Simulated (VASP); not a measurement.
The system is Pb4O.

```xyz
5
Lattice="5.4170 0.0000 0.0000 0.0000 5.4170 0.0000 0.0000 0.0000 5.4170" Properties=species:S:1:pos:R:3 pbc="T T T"
Pb    0.0000    2.7085    2.7085
Pb    2.7085    0.0000    2.7085
Pb    2.7085    2.7085    0.0000
Pb    2.7085    2.7085    2.7085
O     0.0000    0.0000    0.0000
```

The cell was built by a generator and needn't be a form met in nature.

The cell isn't the ideal one: random cell by space group and Wyckoff sites (Pm-3m, No. 221).

| Property | Result |
| --- | --- |
| Program | VASP 6.6.1 |
| Task | relaxation of cell and atoms |
| Functional | PBE |
| Potentials or basis | VASP PAW PBE potentials, release 64 (Pb_d, O) |
| Cutoff | 600 eV |
| k mesh | 4 × 4 × 4 |
| Occupations | gaussian, width 0.1 eV |
| Spin | no spin polarisation |

At the start: pressure 12.8 GPa; volume 31.79 Å³/atom.

Question: Where does the relaxation end?

Answer: Over 3 steps the energy falls by 316.8 meV/atom and the volume is 41.87 Å³/atom (+31.7 %); space group Pm-3m (No. 221, to 0.05 Å).

Step by step:
```
step  energy change (eV)  largest force (eV/Å)  pressure (GPa)  volume (Å³)
   1              0.0000                0.0000           12.79       158.96
   2             -1.5249                0.0000           -1.30       224.78
   3             -1.5842                0.0000            0.15       209.34
```

Final structure:
```
Pb O
1.0
     5.93768    0.00000    0.00000
     0.00000    5.93768    0.00000
     0.00000    0.00000    5.93768
Pb O
4 1
Cartesian
  0.0000 2.9688 2.9688
  2.9688 0.0000 2.9688
  2.9688 2.9688 0.0000
  2.9688 2.9688 2.9688
  0.0000 0.0000 0.0000
```

Caveat: the volume moved by over 15 % at a fixed basis, so the end points are rough.
